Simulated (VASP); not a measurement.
**SbW2: relaxation of cell and atoms with rev-vdW-DF2**

Crystal: SbW2.

```
Sb W
1.0
     0.00000    3.13301    3.13301
     3.13301    0.00000    3.13301
     3.13301    3.13301    0.00000
Sb W
1 2
Direct
  0.50000 0.50000 0.50000
  0.25000 0.25000 0.25000
  0.75000 0.75000 0.75000
```

The cell was built by a generator and needn't be a form met in nature.

```json
{
 "Program": "VASP 6.6.1",
 "Task": "relaxation of cell and atoms",
 "Functional": "rev-vdW-DF2",
 "Potentials or basis": "VASP PAW PBE potentials, release 64 (Sb, W_sv)",
 "Cutoff": "600 eV",
 "k mesh": "7 × 7 × 7",
 "Occupations": "fermi-dirac, width 0.05 eV",
 "Spin": "no spin polarisation",
 "Further INCAR settings": "ALGO = Fast; EDIFF = 1e-06; IBRION = 2; EDIFFG = -0.02; NSW = 60; ISIF = 3"
}
```

The relaxed volume is 20.29 Å³/atom. The relaxed cell is a = 4.415 Å, b = 4.415 Å, c = 4.415 Å, α = 60.00°, β = 60.00°, γ = 60.00°. The space group after relaxing (to 0.05 Å) is Fm-3m (No. 225), the energy gained by relaxing is 1.2 meV/atom and the ionic steps are 3. The pressure after relaxing is 0.0 GPa.

Step by step:
| step | energy change (eV) | largest force (eV/Å) | pressure (GPa) | volume (Å³) |
| --- | --- | --- | --- | --- |
| 1 | 0.0000 | 0.0000 | -1.84 | 61.51 |
| 2 | 0.0155 | 0.0000 | 4.44 | 59.44 |
| 3 | -0.0037 | 0.0000 | -0.01 | 60.86 |

Final structure:
```
Sb W
1.0
     0.00000    3.12205    3.12205
     3.12205    0.00000    3.12205
     3.12205    3.12205    0.00000
Sb W
1 2
Direct
  0.50000 0.50000 0.50000
  0.25000 0.25000 0.25000
  0.75000 0.75000 0.75000
```

Levels at points of the mesh, in eV from the Fermi level:
```tsv
k point	band 14	band 15	band 16	band 17	band 18	band 19	band 20
(0.00, 0.00, 0.00)	-3.06	0.83	1.68	1.68	1.68	3.56	3.56
```

Run time: 3.6 min on 1 thread of Intel(R) Xeon(R) 6975P-C (Granite Rapids) (shared host), peak memory 0.48 GiB.

Caveat: the bands computed are all filled at some k points, so no gap is given; the PAW data sets were made with another functional, which shifts forces and pressure a little. Spin-orbit coupling is left out, which matters for the levels of Sb, W.
